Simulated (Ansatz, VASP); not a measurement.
## Cross-check of Cu (Copper) between VASP and Ansatz

Wanted: the spread between two codes on one cell, functional and k mesh. The cell is taken from a series of runs on this material, whose earlier steps may have relaxed, scaled, displaced or heated it; both programs get it as it stands.

Main program and level: Ansatz 0.2.0; plane waves, with VASP 6.6.1 beside it; elastic constants at PBEsol.

## (1) Set-up

It takes space group Fm-3m (No. 225, cubic). The conventional cell has a = 3.615 Å, b = 3.615 Å, c = 3.615 Å, α = 90.00°, β = 90.00°, γ = 90.00°. Nearest to Cu lie 12 Cu at 2.56 Å.

Structure file:

```xyz
1
Lattice="0.0000 1.8075 1.8075 1.8075 0.0000 1.8075 1.8075 1.8075 0.0000" Properties=species:S:1:pos:R:3 pbc="T T T"
Cu    0.0000    0.0000    0.0000
```

## (2) VASP: elastic constants, PBEsol

Elastic constants are differences of stresses under small strains, so they test the stress and the mesh.

Lines of VASP's logs that name or quote its potential files are left out, and so is its time.

The input, INCAR:

```
SYSTEM = Cu
PREC = Accurate
ENCUT = 600
EDIFF = 1E-08
NELM = 120
ISMEAR = -1
SIGMA = 0.15
LREAL = .FALSE.
ALGO = Normal
GGA = PS
NBANDS = 11
LASPH = .TRUE.
LORBIT = 11
LWAVE = .FALSE.
LCHARG = .FALSE.
ISIF = 3
IBRION = 6
NFREE = 2
POTIM = 0.015
NSW = 1
GGA_COMPAT = .FALSE.
KPAR = 2
```

The input, POSCAR:

```
Cu
1.0
    0.0000000000      1.8075000000      1.8075000000
    1.8075000000      0.0000000000      1.8075000000
    1.8075000000      1.8075000000      0.0000000000
Cu
1
Direct
    0.0000000000      0.0000000000      0.0000000000
```

The input, KPOINTS:

```
Automatic mesh
0
Gamma
24 24 24
0 0 0
```

PAW data sets: Cu (PBE family, release 64).

Launch:

```sh
> mpirun -np 2 vasp_std
```

Numbers of over 12 decimals in the logs are rounded to 6 here.

What it wrote:

```text
[banner, memory and clock lines left out]
running    2 mpi-ranks, on    1 nodes
 distrk:  each k-point on    1 cores,    2 groups
 distr:  one band on    1 cores,    1 groups

 POSCAR found type information on POSCAR Cu
 POSCAR found :  1 types and       1 ions
|                                                                             |
|               ----> ADVICE to this user running VASP <----                  |
|                                                                             |
|     You enforced a specific xc type in the INCAR file but a different       |
|     [... a line on the potential file left out ...]
|     I HOPE YOU KNOW WHAT YOU ARE DOING!                                     |
|                                                                             |

 LDA part: xc-table for (Slater+PW92), standard interpolation
 POSCAR, INCAR and KPOINTS ok, starting setup
 FFT: planning ... GRIDC
 FFT: planning ... GRID_SOFT
 FFT: planning ... GRID
 WAVECAR not read
 entering main loop
       N       E                     dE             d eps       ncg     rms          rms(c)
DAV:   1     0.438189383195E+02    0.43819E+02   -0.59642E+03  9734   0.186E+03
DAV:   2    -0.417895347703E+01   -0.47998E+02   -0.44623E+02  9310   0.217E+02
DAV:   3    -0.539312297729E+01   -0.12142E+01   -0.12026E+01 10295   0.420E+01
DAV:   4    -0.540122613737E+01   -0.81032E-02   -0.81017E-02 10137   0.302E+00
DAV:   5    -0.540130615284E+01   -0.80015E-04   -0.80014E-04 10421   0.295E-01    0.842E+00
DAV:   6    -0.478990650570E+01    0.61140E+00   -0.18649E+01 10518   0.885E+01    0.445E+00
DAV:   7    -0.432516062899E+01    0.46475E+00   -0.29414E+00 10471   0.350E+01    0.540E-01
DAV:   8    -0.431398365956E+01    0.11177E-01   -0.72008E-03 10778   0.164E+00    0.351E-01
DAV:   9    -0.431179041831E+01    0.21932E-02   -0.13021E-02 10661   0.211E+00    0.262E-02
DAV:  10    -0.431179489972E+01   -0.44814E-05   -0.48318E-05 13382   0.127E-01    0.564E-03
DAV:  11    -0.431179614938E+01   -0.12497E-05   -0.44788E-07 10626   0.946E-03    0.633E-04
DAV:  12    -0.431179611605E+01    0.33331E-07   -0.28030E-08  7299   0.312E-03    0.797E-05
DAV:  13    -0.431179614345E+01   -0.27401E-07   -0.13115E-09  5650   0.495E-04    0.114E-05
DAV:  14    -0.431179614473E+01   -0.12737E-08   -0.17811E-10  5110   0.195E-04
   1 F= -.43117961E+01 E0= -.43007722E+01  d E =-.220478E-01
[... from here on, the cycles between the ionic steps are left out ...]
   2 F= -.43041440E+01 E0= -.42930095E+01  d E =-.222691E-01
   3 F= -.43166183E+01 E0= -.43056819E+01  d E =-.218728E-01
   7 F= -.43166183E+01 E0= -.43056819E+01  d E =-.218728E-01
   8 F= -.43111375E+01 E0= -.43000937E+01  d E =-.220876E-01
   9 F= -.43111380E+01 E0= -.43000942E+01  d E =-.220876E-01
  10 F= -.43111377E+01 E0= -.43000939E+01  d E =-.220876E-01
  11 F= -.43111381E+01 E0= -.43000943E+01  d E =-.220876E-01
  12 F= -.43111377E+01 E0= -.43000939E+01  d E =-.220876E-01
  13 F= -.43111381E+01 E0= -.43000943E+01  d E =-.220876E-01
  14 F= -.43117973E+01 E0= -.43007734E+01  d E =-.220478E-01
 Finite differences progress:
  Degree of freedom:   7/  7
  Displacement:        1/  2
  Total:              13/ 14
 bond charge predicted
       N       E                     dE             d eps       ncg     rms          rms(c)
DAV:   1    -0.430973551782E+01    0.20618E-02   -0.48772E+00 10388   0.185E+01    0.159E-01
DAV:   2    -0.431242161048E+01   -0.26861E-02   -0.34383E-02  9165   0.217E+00    0.106E-01
DAV:   3    -0.431203601554E+01    0.38559E-03   -0.13182E-03 11396   0.621E-01    0.679E-02
DAV:   4    -0.431180393426E+01    0.23208E-03   -0.45901E-04 11285   0.213E-01    0.201E-02
DAV:   5    -0.431179712675E+01    0.68075E-05   -0.63107E-05 11075   0.157E-01    0.328E-03
DAV:   6    -0.431179727519E+01   -0.14844E-06   -0.62366E-07 13115   0.130E-02    0.123E-03
DAV:   7    -0.431179726426E+01    0.10932E-07   -0.12481E-07  9898   0.708E-03    0.196E-04
DAV:   8    -0.431179726584E+01   -0.15818E-08   -0.39452E-09  5407   0.125E-03
  15 F= -.43117973E+01 E0= -.43007734E+01  d E =-.220478E-01
 Finite differences progress:
  Degree of freedom:   7/  7
  Displacement:        2/  2
  Total:              14/ 14
```

From OUTCAR (step 2):

```text
ion  position               nearest neighbor table
   1  0.000  0.000  0.000-

  LATTYP: Found a face centered cubic cell.
 ALAT       =     3.6150000000

 Subroutine GETGRP returns: Found 48 space group operations
 (whereof 48 operations were pure point group operations)

The static configuration has the point symmetry O_h .

 Found    413 irreducible k-points:

   k-points           NKPTS =    413   k-points in BZ     NKDIM =    413   number of bands    NBANDS=     11

   dimension x,y,z NGX =    20 NGY =   20 NGZ =   20
   dimension x,y,z NGXF=    40 NGYF=   40 NGZF=   40

   ENCUT  =  600.0 eV  44.10 Ry    6.64 a.u.   5.11  5.11  5.11*2*pi/ulx,y,z

   NELECT =      11.0000    total number of electrons

 k-points in reciprocal lattice and weights: Automatic mesh
   0.00000000  0.00000000  0.00000000       0.000
   0.04166667  0.00000000  0.00000000       0.001
   0.08333333  0.00000000  0.00000000       0.001
   0.12500000  0.00000000  0.00000000       0.001
   0.16666667  0.00000000  0.00000000       0.001
   0.20833333  0.00000000  0.00000000       0.001
   0.25000000  0.00000000  0.00000000       0.001
   0.29166667  0.00000000  0.00000000       0.001
   0.33333333  0.00000000  0.00000000       0.001
[...]
-0.29166667  0.50000000  0.20833333       0.001
  -0.25000000  0.50000000  0.25000000       0.000

 average (electrostatic) potential at core
       1 -63.5829

 E-fermi :   7.4083

 k-point     1 :       0.0000    0.0000    0.0000
  band No.  band energies     occupation
    ...
      2       4.3693      2.00000
      3       4.3693      2.00000
      4       4.3693      2.00000
      5       5.2010      2.00000
      6       5.2010      2.00000
      7      29.9829      0.00000
      8      32.5964      0.00000
      9      32.5964      0.00000
     10      32.5964      0.00000
     11      35.0728      0.00000

 k-point     2 :       0.0417    0.0000    0.0000
  band No.  band energies     occupation
    ...
      2       4.3556      2.00000
      3       4.3816      2.00000
      4       4.3816      2.00000
      5       5.1960      2.00000
      6       5.1960      2.00000
      7      29.6645      0.00000
      8      31.5984      0.00000
      9      32.3722      0.00000
     10      32.3722      0.00000
     11      35.3877      0.00000

 k-point     3 :       0.0833    0.0000    0.0000
  band No.  band energies     occupation
    ...
      2       4.3167      2.00000
      3       4.4157      2.00000
      4       4.4157      2.00000
      5       5.1836      2.00000
      6       5.1836      2.00000
      7      28.2440      0.00000
      8      30.8414      0.00000
      9      31.8986      0.00000
     10      31.8986      0.00000
     11      36.1205      0.00000

  Total       -0.4174467     -0.4174467     -0.4174467      0.0000000     -0.0000000      0.0000000
  in kB      -56.6300160    -56.6300160    -56.6300160      0.0000000     -0.0000000      0.0000000
  external PRESSURE =     -56.6300160 kB  Pullay stress =       0.0000000 kB

  energy-cutoff  :      600.00
  volume of cell :       11.81
      direct lattice vectors                 reciprocal lattice vectors
     0.000000000  1.807500000  1.807500000    -0.276625173  0.276625173  0.276625173
     1.807500000  0.000000000  1.807500000     0.276625173 -0.276625173  0.276625173
     1.807500000  1.807500000  0.000000000     0.276625173  0.276625173 -0.276625173

 POSITION                                       TOTAL-FORCE (eV/Angst)
 -----------------------------------------------------------------------------------
     -0.01500      0.00000      0.00000         0.000000      0.000000      0.000000
 -----------------------------------------------------------------------------------
    total drift:                               -0.000124      0.000002      0.000001

  FREE ENERGIE OF THE ION-ELECTRON SYSTEM (eV)
  ---------------------------------------------------
  free  energy   TOTEN  =        -4.3117972658 eV

  energy  without entropy=       -4.2897494802  energy(sigma->0) =       -4.30077337

  SYMMETRIZED ELASTIC MODULI (kBar)
 Direction    XX          YY          ZZ          XY          YZ          ZX
 --------------------------------------------------------------------------------
 XX        1763.7436   1222.8833   1222.8833      0.0000      0.0000     -0.0000
 YY        1222.8833   1763.7436   1222.8833      0.0000     -0.0000     -0.0000
 ZZ        1222.8833   1222.8833   1763.7436      0.0000      0.0000     -0.0000
 XY           0.0000      0.0000      0.0000    799.4111      0.0000     -0.0000
 YZ           0.0000     -0.0000      0.0000      0.0000    799.4111      0.0000
 ZX          -0.0000     -0.0000     -0.0000     -0.0000      0.0000    799.4111
 --------------------------------------------------------------------------------

 Eigenvectors and eigenvalues of the dynamical matrix
 ----------------------------------------------------

   1 f  =    0.000000 THz     0.000000 2PiTHz    0.000000 cm-1     0.000000 meV
             X         Y         Z           dx          dy          dz
      0.000000  0.000000  0.000000     1.000000    0.000000    0.000000

   2 f  =    0.000000 THz     0.000000 2PiTHz    0.000000 cm-1     0.000000 meV
             X         Y         Z           dx          dy          dz
      0.000000  0.000000  0.000000     0.000000    1.000000    0.000000

   3 f  =    0.000000 THz     0.000000 2PiTHz    0.000000 cm-1     0.000000 meV
             X         Y         Z           dx          dy          dz
      0.000000  0.000000  0.000000     0.000000    0.000000    1.000000

 ELASTIC MODULI CONTR FROM IONIC RELAXATION (kBar)
 Direction    XX          YY          ZZ          XY          YZ          ZX
 --------------------------------------------------------------------------------
 XX           0.0000      0.0000      0.0000      0.0000      0.0000      0.0000
 YY           0.0000      0.0000      0.0000      0.0000      0.0000      0.0000
 ZZ           0.0000      0.0000      0.0000      0.0000      0.0000      0.0000
 XY           0.0000      0.0000      0.0000      0.0000      0.0000      0.0000
 YZ           0.0000      0.0000      0.0000      0.0000      0.0000      0.0000
 ZX           0.0000      0.0000      0.0000      0.0000      0.0000      0.0000
 --------------------------------------------------------------------------------

 TOTAL ELASTIC MODULI (kBar)
 Direction    XX          YY          ZZ          XY          YZ          ZX
 --------------------------------------------------------------------------------
 XX        1763.7436   1222.8833   1222.8833      0.0000      0.0000     -0.0000
 YY        1222.8833   1763.7436   1222.8833      0.0000     -0.0000     -0.0000
 ZZ        1222.8833   1222.8833   1763.7436      0.0000      0.0000     -0.0000
 XY           0.0000      0.0000      0.0000    799.4111      0.0000     -0.0000
 YZ           0.0000     -0.0000      0.0000      0.0000    799.4111      0.0000
 ZX          -0.0000     -0.0000     -0.0000     -0.0000      0.0000    799.4111
 --------------------------------------------------------------------------------

 total charge
# of ion       s       p       d       tot
------------------------------------------
    1        0.450   0.387   9.166  10.003

[... 3 further parts left out ...]
```

CONTCAR:

```
Cu
   1.00000000000000
     0.0000000000000000    1.8075000000000001    1.8075000000000001
     1.8075000000000001    0.0000000000000000    1.8075000000000001
     1.8075000000000001    1.8075000000000001    0.0000000000000000
  Cu
     1
Direct
     0.0041493775933610   -0.0041493775933610   -0.0041493775933610
```

The last energy, forces, stress and levels in OUTCAR belong to the last displaced cell, not to the cell of POSCAR.

Levels, forces or a CONTCAR printed for this step are those of its last displaced cell, not of the structure at rest.

(Continued in part 2 of 2.)

[Lines on the potential files, build, host, timing and source positions are cut from VASP's logs without a mark.]

[Logs are printed without paths, hosts, clocks, repeated set-up lines and the standing remarks that a program may print on its own settings, such as how far it seeks lower states.]

[Hosts, paths, dates, database ids (printed as entryN), source tags and the programs' standing remarks are cut or masked in the printed files.]
